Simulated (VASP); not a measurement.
Crystal: Ga4P3N.

```xyz
8
Lattice="-2.6077 2.6077 0.0000 -2.6077 -5.2155 2.6077 2.6077 2.6077 5.2155" Properties=species:S:1:pos:R:3 pbc="T T T"
Ga    0.0000    0.0000    0.0000
Ga   -2.6077    0.0000    2.6077
Ga    0.0000    2.6077    2.6077
Ga    0.0000    0.0000    5.2155
N    -1.3039    1.3039    1.3039
P    -1.3039   -1.3039    3.9116
P     1.3039    1.3039    3.9116
P    -1.3039    1.3039    6.5193
```

The cell comes from a database or a generator and needn't be the stable form of this composition.

| Quantity | Value |
| --- | --- |
| Program | VASP 6.6.1 |
| Task | relaxation of cell and atoms |
| Functional | PBEsol |
| Potentials or basis | VASP PAW PBE potentials, release 64 (Ga_d, N, P) |
| Cutoff | 600 eV |
| k mesh | 3 × 3 × 2 |
| Occupations | gaussian, width 0.02 eV |
| Spin | no spin polarisation |

At the start: pressure 2.7 GPa; volume 17.73 Å³/atom.

**Question.** Where does the relaxation end?

**Answer.** Over 16 steps the energy falls by 164.7 meV/atom and the volume is 17.71 Å³/atom (-0.2 %); space group Cm (No. 8, to 0.05 Å).

Step by step:
```
step  energy change (eV)  largest force (eV/Å)  pressure (GPa)  volume (Å³)
   1              0.0000                3.1946            2.75       141.87
   2             -0.8760                1.4338           -3.37       148.19
   3             -0.9737                0.8889           -4.99       151.00
   4             -1.2405                0.7817            1.68       139.91
   5             -1.2534                0.7643            0.34       141.72
   6             -1.2999                0.2986            0.14       141.59
   7             -1.3021                0.2288            0.10       141.55
   8             -1.3093                0.1515           -0.07       141.78
   9             -1.3094                0.1558           -0.09       141.80
  10             -1.3142                0.1129           -0.02       141.68
  11             -1.3162                0.1027            0.06       141.54
  12             -1.3172                0.0500           -0.04       141.68
  13             -1.3173                0.0339           -0.02       141.66
  14             -1.3175                0.0283            0.01       141.64
  15             -1.3175                0.0205            0.00       141.65
  16             -1.3176                0.0098            0.00       141.65
```

Final structure:
```xyz
8
Lattice="-2.6326 2.6326 0.0000 -2.5968 -5.2294 2.5642 2.6189 2.6189 5.1587" Properties=species:S:1:pos:R:3 pbc="T T T"
Ga    0.0050    0.0050    0.2650
Ga   -2.4347    0.1979    2.3989
Ga   -0.1455    2.4871    2.4228
Ga   -0.0503   -0.0503    5.1904
N    -1.3004    1.3322    1.2870
P    -1.3126   -1.3126    3.7640
P     1.3038    1.3038    3.8727
P    -1.2926    1.3401    6.5548
```

Caveat: the k mesh is coarse (spacing up to 0.59 Å⁻¹), so the values aren't converged; the PAW data sets were made with another functional, which shifts forces and pressure a little.
